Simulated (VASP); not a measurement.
An input for Ansatz (written as the equivalent of a VASP run, and not itself run):

Ansatz 0.2 input:
```yaml
crystal:
  lattice:
    - [4.7577730, 0.0000000, 0.0000000]
    - [0.0000000, 5.8068250, 0.0000000]
    - [0.0000000, 0.0000000, 3.6250100]
  atoms:
    - { symbol: Zn, position: [0.0000000, 0.0000000, 0.0000000] }
    - { symbol: Zn, position: [0.5000000, 0.5000000, 0.5000000] }
    - { symbol: Cl, position: [0.2004000, 0.3787000, 0.0000000] }
    - { symbol: Cl, position: [0.7004000, 0.1213000, 0.5000000] }
    - { symbol: Cl, position: [0.2996000, 0.8787000, 0.5000000] }
    - { symbol: Cl, position: [0.7996000, 0.6213000, 0.0000000] }
kpoints:
  mp_grid: { grid: [4, 3, 5] }
hamiltonian:
  xc: pbe
  pseudopotentials: { kind: paw }
scf:
  occupations: { method: gaussian, width: 0.1 }
  max_iter: 100
output: { forces: true, stress: true, eigenvalues: true }
```

### Question
Write the VASP files for the same calculation (PBE).

### Answer
Several could match; the one computed here: 
POSCAR:
```
ZnCl2
1
    4.7577730000     0.0000000000     0.0000000000
    0.0000000000     5.8068250000     0.0000000000
    0.0000000000     0.0000000000     3.6250100000
Zn Cl
2 4
Direct
  0.0000000000   0.0000000000   0.0000000000
  0.5000000000   0.5000000000   0.5000000000
  0.2004000000   0.3787000000   0.0000000000
  0.7004000000   0.1213000000   0.5000000000
  0.2996000000   0.8787000000   0.5000000000
  0.7996000000   0.6213000000   0.0000000000
```

### KPOINTS
```
kpoints
0
gamma
 4 3 5
0 0 0
```

### INCAR
```
! general
SYSTEM =ZnCl2
PREC   =Accurate
ENCUT  =300
LREAL  =.False.
LASPH  =.True.

! electronic loop
EDIFF  =1E-6
NELM   =100
ALGO   =Normal
LMAXMIX=4

! smearing
ISMEAR =0
SIGMA  =0.1

! functional
GGA    =PE

! ions
ISIF   =2

! output
LWAVE  =.False.
LCHARG =.False.
```

POTCAR, in this order: Zn Cl (PBE.64 set). Program: vasp_std.

The two are equivalent in intent, not identical: each code has its own PAW files, so the cut-off isn't converted (ENCUT is set for VASP's; basis.ecutwfc is left out, and Ansatz then takes the one that its files recommend); Ansatz stops its SCF on the density residual and VASP on the energy change (EDIFF).

The structure was generated: ZnCl2 was put into an ordered model structure, which need not be its known phase. The cell was not relaxed at this level.
